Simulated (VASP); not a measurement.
These are PBE GGA with D4 dispersion, VASP's PBE PAW potentials (set 64) (plane waves; VASP) values and carry that method's errors.

VASP ran on this input.

### KPOINTS
```
k-points along high-symmetry lines
15
Line-mode
Reciprocal
  0.000000   0.000000   0.000000 ! GAMMA
  0.000000   0.500000   0.000000 ! X

  0.000000   0.500000   0.000000 ! X
  0.500000   0.500000   0.000000 ! M

  0.500000   0.500000   0.000000 ! M
  0.000000   0.000000   0.000000 ! GAMMA

  0.000000   0.000000   0.000000 ! GAMMA
  0.500000   0.500000   0.500000 ! R

  0.500000   0.500000   0.500000 ! R
  0.000000   0.500000   0.000000 ! X

  0.500000   0.500000   0.500000 ! R
  0.500000   0.500000   0.000000 ! M
```

INCAR:
```
SYSTEM = SrTiO3
PREC = Accurate; ENCUT = 520; LREAL = .FALSE.
LASPH = .TRUE.; ICHARG = 11
EDIFF = 1E-7; NELM = 100; ALGO = Normal
LMAXMIX = 4
ISMEAR = 0; SIGMA = 0.05
GGA = PE; IVDW = 13
LWAVE = .FALSE.; LCHARG = .FALSE.; LORBIT = 11
```

**POSCAR**
```
SrTiO3
3.9203980
  0.9999999294   0.0000000000   0.0000000000
  0.0000000000   0.9999999294   0.0000000000
  0.0000000000   0.0000000000   0.9999999294
Sr Ti O
1 1 3
direct
  0.0000000000   0.0000000000   0.0000000000
  0.5000000000   0.5000000000   0.5000000000
  0.5000000000   0.0000000000   0.5000000000
  0.0000000000   0.5000000000   0.5000000000
  0.5000000000   0.5000000000   0.0000000000
```

POTCAR, in this order: Sr_sv Ti_sv O (PBE.64 set). Program: vasp_std. Read from the step before: CHGCAR.

What VASP printed:

File OUTCAR:
```
 ion  position               nearest neighbor table
   1  0.000  0.000  0.000-   3 2.77   4 2.77   5 2.77   3 2.77   4 2.77   4 2.77   5 2.77   4 2.77
                             3 2.77   5 2.77   3 2.77   5 2.77   2 3.40   2 3.40   2 3.40   2 3.40
   2  0.500  0.500  0.500-   3 1.96   4 1.96   5 1.96   5 1.96   3 1.96   4 1.96   1 3.40   1 3.40
                             1 3.40   1 3.40   1 3.40   1 3.40   1 3.40   1 3.40
   3  0.500  0.000  0.500-   2 1.96   2 1.96   1 2.77   1 2.77   1 2.77   1 2.77
   4  0.000  0.500  0.500-   2 1.96   2 1.96   1 2.77   1 2.77   1 2.77   1 2.77
   5  0.500  0.500  0.000-   2 1.96   2 1.96   1 2.77   1 2.77   1 2.77   1 2.77
  LATTYP: Found a simple cubic cell.
 ALAT       =     3.9203977234
 Subroutine PRICEL returns:
 Original cell was already a primitive cell.
 Subroutine GETGRP returns: Found 48 space group operations
The static configuration has the point symmetry O_h .
The dynamic configuration has the point symmetry O_h .
 Subroutine INISYM returns: Found 48 space group operations
   k-points           NKPTS =     90   k-points in BZ     NKDIM =     90   number of bands    NBANDS=     24
   number of dos      NEDOS =    301   number of ions     NIONS =      5
   total plane-waves  NPLWV =  27000
   dimension x,y,z NGX =    30 NGY =   30 NGZ =   30
   dimension x,y,z NGXF=    60 NGYF=   60 NGZF=   60
   ions per type =               1   1   3
   PREC   = accura    normal or accurate (medium, high low for compatibility)
   ISTART =      0    job   : 0-new  1-cont  2-samecut
   ICHARG =     11    charge: 1-file 2-atom 10-const
...
```

### OSZICAR
```
       N       E                     dE             d eps       ncg     rms          rms(c)
DAV:   1     0.420948945285E+03    0.42095E+03   -0.22336E+04  4320   0.187E+03
DAV:   2     0.119934915234E+02   -0.40896E+03   -0.40196E+03  4848   0.495E+02
DAV:   3    -0.367392682148E+02   -0.48733E+02   -0.47113E+02  7168   0.144E+02
DAV:   4    -0.387276426266E+02   -0.19884E+01   -0.19873E+01  5328   0.283E+01
DAV:   5    -0.388045291960E+02   -0.76887E-01   -0.76886E-01  6272   0.457E+00
DAV:   6    -0.388056105136E+02   -0.10813E-02   -0.10813E-02  5672   0.554E-01
DAV:   7    -0.388056380668E+02   -0.27553E-04   -0.27553E-04  6384   0.760E-02
DAV:   8    -0.388056385334E+02   -0.46660E-06   -0.46664E-06  5672   0.883E-03
DAV:   9    -0.388056385411E+02   -0.76579E-08   -0.76389E-08  4232   0.129E-03
   1 F= -.39771199E+02 E0= -.39771199E+02  d E =-.332786E-17
```

File OUTCAR:
```
 val. band max:        4.0692394884   @ k =   0.5000   0.5000   0.5000

 cond. band min:       5.9022974951   @ k =   0.0000   0.0000   0.0000



 k-point     1 :       0.0000    0.0000    0.0000
  band No.  band energies     occupation
      1     -52.4452      2.00000
      2     -28.7572      2.00000
      3     -28.6838      2.00000
      4     -28.6838      2.00000
      5     -28.6838      2.00000
      6     -13.3163      2.00000
      7     -12.3428      2.00000
      8     -12.3428      2.00000
      9     -10.7451      2.00000
     10     -10.7451      2.00000
     11     -10.7451      2.00000
     12       1.2552      2.00000
     13       1.2552      2.00000
     14       1.2552      2.00000
     15       2.9192      2.00000
     16       2.9192      2.00000
     17       2.9192      2.00000
     18       3.7070      2.00000
     19       3.7070      2.00000
     20       3.7070      2.00000
     21       5.9023      0.00000
     22       5.9023      0.00000
     23       5.9023      0.00000
     24       8.2904      0.00000

 k-point     2 :       0.0000    0.0357    0.0000
  band No.  band energies     occupation
      1     -52.4451      2.00000
      2     -28.7589      2.00000
      3     -28.6837      2.00000
      4     -28.6837      2.00000
      5     -28.6826      2.00000
      6     -13.3162      2.00000
      7     -12.3443      2.00000
      8     -12.3421      2.00000
      9     -10.7445      2.00000
     10     -10.7445      2.00000
     11     -10.7357      2.00000
     12       1.2381      2.00000
     13       1.2544      2.00000
     14       1.2544      2.00000
     15       2.9016      2.00000
     16       2.9016      2.00000
     17       2.9073      2.00000
     18       3.6626      2.00000
     19       3.6968      2.00000
     20       3.6968      2.00000
     21       5.9043      0.00000
     22       5.9341      0.00000
     23       5.9341      0.00000
     24       8.2924      0.00000

...
```

The density is held fixed in this step, so its total energy and stress have no physical meaning.

The compound is SrTiO3 in the cubic perovskite structure, the ideal cubic form; the compound distorts at low or room temperature. It was relaxed first.
